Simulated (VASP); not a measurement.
VASP ran on this input.

### KPOINTS
```
kpoints
0
G
  6 6 6
0 0 0
```

### INCAR
```
# general
SYSTEM   =  Cu2O
PREC     =  Accurate
ENCUT    =  520   # plane-wave cut-off (eV)
LREAL    =  .FALSE.
LASPH    =  .TRUE.

# electronic loop
EDIFF    =  1E-7
NELM     =  100   # most electronic steps
ALGO     =  Normal   # blocked Davidson
LMAXMIX  =  4   # l cut-off of mixed one-centre charges

# smearing
ISMEAR   =  -5   # tetrahedra, Bloechl

# functional
GGA      =  91   # PW91

# ions
ISIF     =  2

# output
LWAVE    =  .FALSE.
LCHARG   =  .TRUE.
LORBIT   =  11   # lm-projected
NEDOS    =  601

# other
LEFG     =  .TRUE.
```

### POSCAR
```
Cu2O
4.3051550
  1.0000000078   0.0000000000   0.0000000000
  0.0000000000   1.0000000078   0.0000000000
  0.0000000000   0.0000000000   1.0000000078
Cu O
4 2
Cart
  0.7500000059   0.2500000020   0.7500000059
  0.2500000020   0.7500000059   0.7500000059
  0.7500000059   0.7500000059   0.2500000020
  0.2500000020   0.2500000020   0.2500000020
  0.0000000000   0.0000000000   0.0000000000
  0.5000000039   0.5000000039   0.5000000039
```

POTCAR, in this order: Cu O (PBE.64 set). Program: vasp_std.

Problem. Translate this PW91 calculation to Quantum ESPRESSO's pw.x.

Solution. One equivalent input (not run):
```
&CONTROL
  calculation = 'scf'
  pseudo_dir = './pseudo'
  outdir = './out'
  tprnfor = .true.
  tstress = .true.
/
&SYSTEM
  ibrav = 0
  nat = 6
  ntyp = 2
  ecutwfc = 92
  occupations = 'tetrahedra'
  input_dft = 'pw91'
/
&ELECTRONS
  conv_thr = 7.3e-09
  electron_maxstep = 100
/
ATOMIC_SPECIES
  Cu 63.546 Cu.upf
  O 15.999 O.upf
CELL_PARAMETERS angstrom
     4.3051550    0.0000000    0.0000000
     0.0000000    4.3051550    0.0000000
     0.0000000    0.0000000    4.3051550
ATOMIC_POSITIONS crystal
  Cu   0.7500000  0.2500000  0.7500000
  Cu   0.2500000  0.7500000  0.7500000
  Cu   0.7500000  0.7500000  0.2500000
  Cu   0.2500000  0.2500000  0.2500000
  O    0.0000000  0.0000000  0.0000000
  O    0.5000000  0.5000000  0.5000000
K_POINTS automatic
  6 6 6 0 0 0
```
What does not carry over: the potentials are each code's own (VASP's PAW set, PseudoDojo norm-conserving files in pw.x), so ENCUT and ecutwfc are chosen apart and not converted; conv_thr bounds pw.x's estimated SCF error, while EDIFF bounds the energy change between steps; the field gradients of LEFG aren't asked of the other code.

The compound is Cu2O in the cuprite structure. It was relaxed first.
